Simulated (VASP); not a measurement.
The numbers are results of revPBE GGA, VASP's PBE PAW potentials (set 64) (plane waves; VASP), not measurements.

The input files of a VASP run:

File POSCAR:
```
TiO2
1
   -1.9098635525     1.9098635525     4.8970467648
    1.9098635525    -1.9098635525     4.8970467648
    1.9098635525     1.9098635525    -4.8970467648
Ti O
2 4
Direct
  0.7500000000   0.2500000000   0.5000000000
  0.0000000000   0.0000000000   0.0000000000
  0.5441932601   0.0441932601   0.5000000000
  0.7941932601   0.7941932601   0.0000000000
  0.2058067399   0.2058067399   0.0000000000
  0.9558067399   0.4558067399   0.5000000000
```

**INCAR**
```
SYSTEM = TiO2
PREC = Accurate
ENCUT = 520
EDIFF = 1E-7
NELM = 100
ALGO = Normal
LREAL = .FALSE.
LASPH = .TRUE.
ISMEAR = 0
SIGMA = 0.05
GGA = RE
LMAXMIX = 4
LWAVE = .FALSE.
LCHARG = .FALSE.
ISIF = 4
IBRION = 2
NSW = 30
EDIFFG = -0.01
```

### KPOINTS
```
Automatic mesh
0
Gamma
8 8 8
0 0 0
```

POTCAR, in this order: Ti_sv O (PBE.64 set). Program: vasp_std.

Problem. What does the run give for the energy per atom (σ→0)?

Solution. 
```yaml
energy per atom (σ→0): -8.632 eV/atom
```

**OSZICAR**
```
...
DAV:  12    -0.517940077969E+02   -0.35203E-03   -0.12364E-03  4072   0.286E-01    0.905E-02
DAV:  13    -0.517939534374E+02    0.54359E-04   -0.45643E-04  4664   0.170E-01    0.131E-02
DAV:  14    -0.517939649062E+02   -0.11469E-04   -0.36434E-05  3860   0.476E-02    0.121E-02
DAV:  15    -0.517939646848E+02    0.22135E-06   -0.78969E-06  4252   0.292E-02    0.237E-03
DAV:  16    -0.517939647769E+02   -0.92018E-07   -0.13952E-06  4404   0.728E-03    0.299E-03
DAV:  17    -0.517939647117E+02    0.65153E-07   -0.13693E-06  4196   0.914E-03    0.741E-04
DAV:  18    -0.517939646923E+02    0.19414E-07   -0.43300E-08  2208   0.221E-03
   1 F= -.51793965E+02 E0= -.51793965E+02  d E =-.517940E+02
```

The compound is TiO2 in the anatase structure, one of several forms; rutile is the usual stable one. It was relaxed first.
